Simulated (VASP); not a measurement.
Output of a VASP run:

### OSZICAR
```
       N       E                     dE             d eps       ncg     rms          rms(c)
DAV:   1     0.111714647466E+03    0.11171E+03   -0.99094E+03  1820   0.138E+03
DAV:   2    -0.220790179510E+02   -0.13379E+03   -0.12910E+03  2100   0.340E+02
DAV:   3    -0.275229098767E+02   -0.54439E+01   -0.54001E+01  2938   0.597E+01
DAV:   4    -0.276568273604E+02   -0.13392E+00   -0.13387E+00  2348   0.846E+00
DAV:   5    -0.276591489121E+02   -0.23216E-02   -0.23215E-02  2742   0.989E-01    0.217E+01
DAV:   6    -0.250159796135E+02    0.26432E+01   -0.77859E+00  2166   0.198E+01    0.879E+00
DAV:   7    -0.249833621814E+02    0.32617E-01   -0.87346E-01  2761   0.615E+00    0.312E+00
DAV:   8    -0.249845268262E+02   -0.11646E-02   -0.95107E-02  2200   0.287E+00    0.775E-01
DAV:   9    -0.249818516477E+02    0.26752E-02   -0.16059E-02  2327   0.105E+00    0.138E-01
DAV:  10    -0.249818144713E+02    0.37176E-04   -0.82221E-04  2369   0.266E-01    0.415E-02
DAV:  11    -0.249818268326E+02   -0.12361E-04   -0.28910E-05  2409   0.644E-02    0.136E-02
DAV:  12    -0.249818267023E+02    0.13031E-06   -0.17756E-06  1732   0.147E-02
   1 F= -.24981827E+02 E0= -.24974470E+02  d E =-.147126E-01
```

File OUTCAR:
```
------------------------ aborting loop because EDIFF is reached ----------------------------------------
  FORCE on cell =-STRESS in cart. coord.  units (eV):
  Direction    XX          YY          ZZ          XY          YZ          ZX
  --------------------------------------------------------------------------------------
  Total        0.1529575      0.1529576      0.3690508      0.0000000      0.0000000      0.0000000
  in kB        7.9773297      7.9773324     19.2474326      0.0000000      0.0000000      0.0000000
  external PRESSURE =      11.7340316 kB  Pullay stress =       0.0000000 kB
  volume of cell :       30.72
      direct lattice vectors                 reciprocal lattice vectors
     1.585000000 -2.745301000  0.000000000     0.315457413 -0.182129391  0.000000000
     1.585000000  2.745301000  0.000000000     0.315457413  0.182129391  0.000000000
     0.000000000  0.000000000  3.530000000     0.000000000  0.000000000  0.283286119
 POSITION                                       TOTAL-FORCE (eV/Angst)
 -----------------------------------------------------------------------------------
      0.00000      0.00000      0.00000        -0.000000     -0.000000      0.000000
      1.58500      0.91510      1.76500        -0.000000     -0.000000      0.000000
      1.58500     -0.91510      1.76500         0.000000      0.000000     -0.000000
 -----------------------------------------------------------------------------------
    total drift:                               -0.000000     -0.000000      0.000000
  FREE ENERGIE OF THE ION-ELECTRON SYSTEM (eV)
  ---------------------------------------------------
  free  energy   TOTEN  =       -24.9818267023 eV

  energy  without entropy=      -24.9671140587  energy(sigma->0) =      -24.97447038
```
(Selected blocks of OUTCAR.)

File POSCAR:
```
ZrB2
1
    1.5850000000    -2.7453010000     0.0000000000
    1.5850000000     2.7453010000     0.0000000000
    0.0000000000     0.0000000000     3.5300000000
Zr B
1 2
Direct
  0.0000000000   0.0000000000   0.0000000000
  0.3333330000   0.6666670000   0.5000000000
  0.6666670000   0.3333330000   0.5000000000
```

**Question.** Write an INCAR and KPOINTS that could have produced this output.

**Answer.** This is not unique; one that fits is the input of the run itself, PBE GGA, plane waves, VASP's PBE PAW potentials (set 64).

**KPOINTS**
```
K-points
0
gamma
 10 10 8
```

INCAR:
```
SYSTEM = ZrB2
PREC = Accurate; ENCUT = 520; LREAL = .FALSE.
LASPH = .TRUE.
EDIFF = 1E-6; NELM = 100; ALGO = Normal
LMAXMIX = 4
ISMEAR = 0; SIGMA = 0.3
GGA = PE
ISIF = 2
LWAVE = .FALSE.; LCHARG = .FALSE.
```

POTCAR, in this order: Zr_sv B (PBE.64 set). Program: vasp_std.

The compound is ZrB2 in the AlB2 type structure. The cell was not relaxed at this level. The run is one of a series of settings (ISMEAR = 0, SIGMA = 0.3 against the base run), some of them coarse on purpose.
